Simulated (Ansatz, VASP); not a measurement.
# CoSi: VASP beside Ansatz

Aim: how closely do two programs agree when they are given the same cell, functional and k mesh?

Main program and level: Ansatz 0.2.0; plane waves, with VASP 6.6.1 beside it; relaxation of cell and atoms at PBE.

The database entry behind the starting cell differs from later determinations by our own check (0.1 to 0.3 % short, probably kX units), so it need not match the best structure at ambient conditions.

## (1) Set-up

Symmetry: P2_13, No. 198, cubic system. Conventional cell: a = 4.438 Å, b = 4.438 Å, c = 4.438 Å, α = 90.00°, β = 90.00°, γ = 90.00°. Co has 7 Si at 2.28 to 2.47 Å nearest. Nearest to Si lie 7 Co at 2.28 to 2.47 Å. Farther neighbours are not listed.

## (2) VASP: relaxation of cell and atoms, PBE

The relaxed volume is the usual yardstick between codes: its relative difference is about their pressure difference at one cell divided by the bulk modulus.

Lines of VASP's logs that name or quote its potential files are left out, and so is its time.

The input, INCAR:

```
SYSTEM = CoSi
PREC = Accurate
ENCUT = 520
EDIFF = 1E-06
NELM = 100
ISMEAR = -1
SIGMA = 0.05
LREAL = .FALSE.
ALGO = Normal
GGA = PE
NBANDS = 43
ISPIN = 2
MAGMOM = 2 2 2 2 0 0 0 0
LASPH = .TRUE.
LMAXMIX = 4
LORBIT = 11
LWAVE = .FALSE.
LCHARG = .FALSE.
KPAR = 8
IBRION = 2
NSW = 60
ISIF = 3
EDIFFG = -0.01
```

The input, POSCAR:

```
CoSi
1.0
    4.4380000000      0.0000000000      0.0000000000
    0.0000000000      4.4380000000      0.0000000000
    0.0000000000      0.0000000000      4.4380000000
Co Si
4 4
Direct
    0.1400000000      0.1400000000      0.1400000000
    0.3600000000      0.8600000000      0.6400000000
    0.6400000000      0.3600000000      0.8600000000
    0.8600000000      0.6400000000      0.3600000000
    0.8430000000      0.8430000000      0.8430000000
    0.6570000000      0.1570000000      0.3430000000
    0.3430000000      0.6570000000      0.1570000000
    0.1570000000      0.3430000000      0.6570000000
```

The input, KPOINTS:

```
Automatic mesh
0
Gamma
6 6 6
0 0 0
```

PAW data sets: Co and Si (PBE family, release 64).

Command:

```bash
$ mpirun -np 8 vasp_std
```

Numbers of over 12 decimals in the logs are rounded to 6 here.

Log:

```text
[banner, memory and clock lines left out]
running    8 mpi-ranks, on    1 nodes
 distrk:  each k-point on    1 cores,    8 groups
 distr:  one band on    1 cores,    1 groups

 POSCAR found type information on POSCAR CoSi
 POSCAR found :  2 types and       8 ions
|                                                                             |
|           W    W    AA    RRRRR   N    N  II  N    N   GGGG   !!!           |
|           W    W   A  A   R    R  NN   N  II  NN   N  G    G  !!!           |
|           W    W  A    A  R    R  N N  N  II  N N  N  G       !!!           |
|           W WW W  AAAAAA  RRRRR   N  N N  II  N  N N  G  GGG   !            |
|           WW  WW  A    A  R   R   N   NN  II  N   NN  G    G                |
|           W    W  A    A  R    R  N    N  II  N    N   GGGG   !!!           |
|                                                                             |
|     For optimal performance we recommend to set                             |
|       NCORE = 2 up to number-of-cores-per-socket                            |
|     NCORE specifies how many cores store one orbital (NPAR=cpu/NCORE).      |
|     This setting can greatly improve the performance of VASP for DFT.       |
|     The default, NCORE=1 might be grossly inefficient on modern             |
|     multi-core architectures or massively parallel machines. Do your        |
|     Unfortunately you need to use the default for GW and RPA                |
|     calculations (for HF NCORE is supported but not extensively tested      |
|     yet).                                                                   |
|                                                                             |

 LDA part: xc-table for (Slater+PW92), standard interpolation
 POSCAR, INCAR and KPOINTS ok, starting setup
 FFT: planning ... GRIDC
 FFT: planning ... GRID_SOFT
 FFT: planning ... GRID
 WAVECAR not read
 entering main loop
       N       E                     dE             d eps       ncg     rms          rms(c)
DAV:   1     0.353329640684E+03    0.35333E+03   -0.21092E+04  4128   0.137E+03
DAV:   2    -0.285216729893E+02   -0.38185E+03   -0.35481E+03  4128   0.318E+02
DAV:   3    -0.583136507821E+02   -0.29792E+02   -0.27726E+02  4668   0.104E+02
DAV:   4    -0.592698394309E+02   -0.95619E+00   -0.94811E+00  5047   0.174E+01
DAV:   5    -0.593024592012E+02   -0.32620E-01   -0.32600E-01  5215   0.299E+00    0.301E+01
DAV:   6    -0.673026904229E+02   -0.80002E+01   -0.65514E+01  5027   0.115E+02    0.300E+01
DAV:   7    -0.546025078486E+02    0.12700E+02   -0.35970E+01  4777   0.856E+01    0.727E+00
DAV:   8    -0.548049280853E+02   -0.20242E+00   -0.26579E+00  4932   0.805E+00    0.302E+00
DAV:   9    -0.547353630771E+02    0.69565E-01   -0.17014E-01  5319   0.464E+00    0.140E+00
DAV:  10    -0.547350073397E+02    0.35574E-03   -0.14433E-02  5571   0.860E-01    0.566E-01
DAV:  11    -0.547321721491E+02    0.28352E-02   -0.21921E-03  5744   0.391E-01    0.238E-01
DAV:  12    -0.547323612788E+02   -0.18913E-03   -0.60812E-04  5076   0.248E-01    0.123E-01
DAV:  13    -0.547323686815E+02   -0.74027E-05   -0.57305E-05  6468   0.680E-02    0.513E-02
DAV:  14    -0.547323719842E+02   -0.33027E-05   -0.18388E-05  4941   0.421E-02    0.175E-02
DAV:  15    -0.547323711138E+02    0.87043E-06   -0.85267E-07  2409   0.857E-03
   1 F= -.54732371E+02 E0= -.54725083E+02  d E =-.547324E+02  mag=    -0.0007
[...]
2 F= -.54744558E+02 E0= -.54737380E+02  d E =-.121864E-01  mag=     0.0000
[...]
3 F= -.54752157E+02 E0= -.54745178E+02  d E =-.197860E-01  mag=     0.0000
[...]
4 F= -.54751043E+02 E0= -.54744008E+02  d E =0.111402E-02  mag=    -0.0000
[...]
5 F= -.54753713E+02 E0= -.54746710E+02  d E =-.155599E-02  mag=     0.0000
 curvature:  -0.41 expect dE=-0.304E-03 dE for cont linesearch -0.525E-07
 trial: gam= 0.07699 g(F)=  0.639E-03 g(S)=  0.944E-04 ort = 0.313E-04 (trialstep = 0.119E+01)
 search vector abs. value=  0.784E-03
 bond charge predicted
       N       E                     dE             d eps       ncg     rms          rms(c)
DAV:   1    -0.547547276265E+02   -0.10143E-02   -0.15052E-02  5083   0.921E-01    0.213E-01
DAV:   2    -0.547553625702E+02   -0.63494E-03   -0.61342E-03  5102   0.112E+00    0.249E-01
DAV:   3    -0.547542405061E+02    0.11221E-02   -0.22606E-03  4883   0.736E-01    0.391E-02
DAV:   4    -0.547542315819E+02    0.89242E-05   -0.12429E-04  4634   0.607E-02    0.138E-02
DAV:   5    -0.547542288787E+02    0.27032E-05   -0.52454E-06  5558   0.251E-02    0.527E-03
DAV:   6    -0.547542286978E+02    0.18088E-06   -0.78665E-07  2413   0.598E-03
   6 F= -.54754229E+02 E0= -.54747264E+02  d E =-.515639E-03  mag=    -0.0000
 trial-energy change:   -0.000516  1 .order   -0.000490   -0.000876   -0.000103
 step:   1.3203(harm=  1.3493)  dis= 0.00230  next Energy=   -54.754234 (dE=-0.521E-03)
 reached required accuracy - stopping structural energy minimisation
```

OUTCAR, selected parts (step 2):

```text
ion  position               nearest neighbor table
   1  0.140  0.140  0.140-   5 2.28   6 2.33   7 2.33   8 2.33   7 2.47   8 2.47   6 2.47   2 2.72
                             4 2.72   2 2.72   4 2.72   3 2.72   3 2.72
   2  0.360  0.860  0.640-   6 2.28   5 2.33   7 2.33   8 2.33   7 2.47   8 2.47   5 2.47   1 2.72
                             3 2.72   1 2.72   3 2.72   4 2.72   4 2.72
   3  0.640  0.360  0.860-   7 2.28   6 2.33   5 2.33   8 2.33   8 2.47   6 2.47   5 2.47   4 2.72
                             2 2.72   2 2.72   4 2.72   1 2.72   1 2.72
   4  0.860  0.640  0.360-   8 2.28   6 2.33   7 2.33   5 2.33   6 2.47   5 2.47   7 2.47   3 2.72
                             1 2.72   1 2.72   3 2.72   2 2.72   2 2.72
   5  0.843  0.843  0.843-   1 2.28   2 2.33   3 2.33   4 2.33   3 2.47   4 2.47   2 2.47   6 2.75
                             7 2.75   8 2.75   6 2.75   8 2.75   7 2.75
   6  0.657  0.157  0.343-   2 2.28   1 2.33   3 2.33   4 2.33   3 2.47   4 2.47   1 2.47   8 2.75
                             5 2.75   5 2.75   7 2.75   7 2.75   8 2.75
   7  0.343  0.657  0.157-   3 2.28   2 2.33   1 2.33   4 2.33   4 2.47   2 2.47   1 2.47   8 2.75
                             5 2.75   8 2.75   6 2.75   6 2.75   5 2.75
   8  0.157  0.343  0.657-   4 2.28   2 2.33   3 2.33   1 2.33   2 2.47   1 2.47   3 2.47   7 2.75
                             5 2.75   7 2.75   5 2.75   6 2.75   6 2.75

  LATTYP: Found a simple cubic cell.
 ALAT       =     4.4380000000

 Subroutine GETGRP returns: Found 12 space group operations
 (whereof  3 operations were pure point group operations)

The static configuration has the point symmetry C_3 .
 The point group associated with its full space group is T   .

 Found     24 irreducible k-points:

   k-points           NKPTS =     24   k-points in BZ     NKDIM =     24   number of bands    NBANDS=     43

   dimension x,y,z NGX =    36 NGY =   36 NGZ =   36
   dimension x,y,z NGXF=    72 NGYF=   72 NGZF=   72

   ENCUT  =  520.0 eV  38.22 Ry    6.18 a.u.   8.25  8.25  8.25*2*pi/ulx,y,z

   NELECT =      52.0000    total number of electrons

 k-points in reciprocal lattice and weights: Automatic mesh
   0.00000000  0.00000000  0.00000000       0.005
   0.16666667  0.00000000  0.00000000       0.028
   0.33333333  0.00000000  0.00000000       0.028
   0.50000000  0.00000000  0.00000000       0.014
   0.16666667  0.16666667  0.00000000       0.056
   0.33333333  0.16666667  0.00000000       0.056
  -0.16666667  0.33333333  0.00000000       0.056
   0.50000000  0.16666667  0.00000000       0.028
  -0.16666667  0.50000000  0.00000000       0.028
[...]
0.50000000  0.50000000  0.33333333       0.028
   0.50000000  0.50000000  0.50000000       0.005

 average (electrostatic) potential at core
       1 -76.3241       2 -76.3241       3 -76.3241       4 -76.3241       5 -77.6354
       6 -77.6354       7 -77.6354       8 -77.6354

 E-fermi :  12.1504

 spin component 1
 k-point     1 :       0.0000    0.0000    0.0000
  band No.  band energies     occupation
    ...
     23      11.3382      1.00000
     24      11.3382      1.00000
     25      12.1090      0.69599
     26      12.1090      0.69599
     27      12.1090      0.69599
     28      14.6119      0.00000
     29      14.6119      0.00000
     30      14.6119      0.00000
     31      15.0285      0.00000
     32      15.0285      0.00000
    ...

 k-point     2 :       0.1667    0.0000    0.0000
  band No.  band energies     occupation
    ...
     22      11.2891      1.00000
     23      11.3469      1.00000
     24      11.4199      1.00000
     25      11.8806      0.99549
     26      12.0280      0.92048
     27      12.5541      0.00031
     28      13.9790      0.00000
     29      14.1073      0.00000
     30      14.3615      0.00000
     31      14.5582      0.00000
    ...

 k-point     3 :       0.3333    0.0000    0.0000
  band No.  band energies     occupation
    ...
     22      11.1779      1.00000
     23      11.3888      1.00000
     24      11.4576      1.00000
     25      11.7374      0.99974
     26      11.8153      0.99877
     27      12.9844      0.00000
     28      13.5202      0.00000
     29      13.6603      0.00000
     30      13.8113      0.00000
     31      15.0249      0.00000
    ...

 k-point     4 :       0.5000    0.0000    0.0000
  band No.  band energies     occupation
    ...
     22      11.0785      1.00000
     23      11.4685      1.00000
     24      11.4685      1.00000
     25      11.6349      0.99997
     26      11.6349      0.99997
     27      13.1209      0.00000
     28      13.1209      0.00000
     29      13.6055      0.00000
     30      13.6055      0.00000
     31      16.3932      0.00000
    ...

 k-point     5 :       0.1667    0.1667    0.0000
  band No.  band energies     occupation
    ...
     22      11.1731      1.00000
     23      11.3107      1.00000
     24      11.4492      1.00000
     25      11.7877      0.99929
     26      12.0519      0.87757
     27      12.6419      0.00005
     28      13.8392      0.00000
     29      13.9420      0.00000
     30      14.3661      0.00000
     31      14.6259      0.00000
    ...

 k-point     6 :       0.3333    0.1667    0.0000
  band No.  band energies     occupation
    ...
     22      11.0479      1.00000
     23      11.2941      1.00000
     24      11.4562      1.00000
     25      11.6171      0.99998
     26      11.8592      0.99706
     27      12.9995      0.00000
     28      13.6718      0.00000
     29      13.7886      0.00000
     30      14.3083      0.00000
     31      14.7523      0.00000
    ...

  Total        0.0345960      0.0345960      0.0345960      0.0000000      0.0000000      0.0000000
  in kB        0.6376203      0.6376203      0.6376203      0.0000000      0.0000000      0.0000000
  external PRESSURE =       0.6376203 kB  Pullay stress =       0.0000000 kB

  energy-cutoff  :      520.00
  volume of cell :       86.93
      direct lattice vectors                 reciprocal lattice vectors
     4.429876387 -0.000000000 -0.000000000     0.225739933  0.000000000  0.000000000
    -0.000000000  4.429876387 -0.000000000     0.000000000  0.225739933  0.000000000
     0.000000000 -0.000000000  4.429876387     0.000000000  0.000000000  0.225739933

 POSITION                                       TOTAL-FORCE (eV/Angst)
 -----------------------------------------------------------------------------------
      0.64296      0.64296      0.64296        -0.003001     -0.003001     -0.003001
      1.57198      3.78692      2.85790         0.003001      0.003001     -0.003001
      2.85790      1.57198      3.78692        -0.003001      0.003001      0.003001
      3.78692      2.85790      1.57198         0.003001     -0.003001      0.003001
      3.73492      3.73492      3.73492         0.005481      0.005481      0.005481
      2.90989      0.69496      1.51998        -0.005481     -0.005481      0.005481
      1.51998      2.90989      0.69496         0.005481     -0.005481     -0.005481
      0.69496      1.51998      2.90989        -0.005481      0.005481     -0.005481
 -----------------------------------------------------------------------------------
    total drift:                               -0.000000      0.000000      0.000000

  FREE ENERGIE OF THE ION-ELECTRON SYSTEM (eV)
  ---------------------------------------------------
  free  energy   TOTEN  =       -54.7542286978 eV

  energy  without entropy=      -54.7403002538  energy(sigma->0) =      -54.74726448

 reached required accuracy - stopping structural energy minimisation

 total charge
# of ion       s       p       d       tot
------------------------------------------
    1        0.437   0.618   7.565   8.620
    2        0.437   0.618   7.565   8.620
    3        0.437   0.618   7.565   8.620
    4        0.437   0.618   7.565   8.620
    5        0.725   0.884   0.000   1.609
    6        0.725   0.884   0.000   1.609
    7        0.725   0.884   0.000   1.609
    8        0.725   0.884   0.000   1.609
--------------------------------------------------
tot          4.646   6.008  30.262  40.916

 magnetization (x)
# of ion       s       p       d       tot
------------------------------------------
    1       -0.000  -0.000  -0.000  -0.000
    2       -0.000  -0.000  -0.000  -0.000
    3       -0.000  -0.000  -0.000  -0.000
    4       -0.000  -0.000  -0.000  -0.000
    5        0.000   0.000   0.000   0.000
    6        0.000   0.000   0.000   0.000
    7        0.000   0.000   0.000   0.000
    8        0.000   0.000   0.000   0.000
--------------------------------------------------
tot          0.000   0.000  -0.000  -0.000

[... 4 further parts left out ...]
```

CONTCAR:

```
CoSi
   1.00000000000000
     4.4298763869915767   -0.0000000000000000   -0.0000000000000000
    -0.0000000000000000    4.4298763869915767   -0.0000000000000000
     0.0000000000000000   -0.0000000000000000    4.4298763869915767
  Co              Si
     4     4
Direct
     0.1451413408302255    0.1451413408302255    0.1451413408302255
     0.3548586591697745    0.8548586591697744    0.6451413408302256
     0.6451413408302256    0.3548586591697745    0.8548586591697744
     0.8548586591697744    0.6451413408302256    0.3548586591697745
     0.8431208249156603    0.8431208249156603    0.8431208249156603
     0.6568791750843397    0.1568791750843397    0.3431208249156603
     0.3431208249156603    0.6568791750843397    0.1568791750843397
     0.1568791750843397    0.3431208249156603    0.6568791750843397
```

(Continued in part 2 of 2.)

[Lines on the potential files, build, host, timing and source positions are cut from VASP's logs without a mark.]

[Logs are printed without paths, hosts, clocks, repeated set-up lines and the standing remarks that a program may print on its own settings, such as how far it seeks lower states.]

[Hosts, paths, dates, database ids (printed as entryN), source tags and the programs' standing remarks are cut or masked in the printed files.]
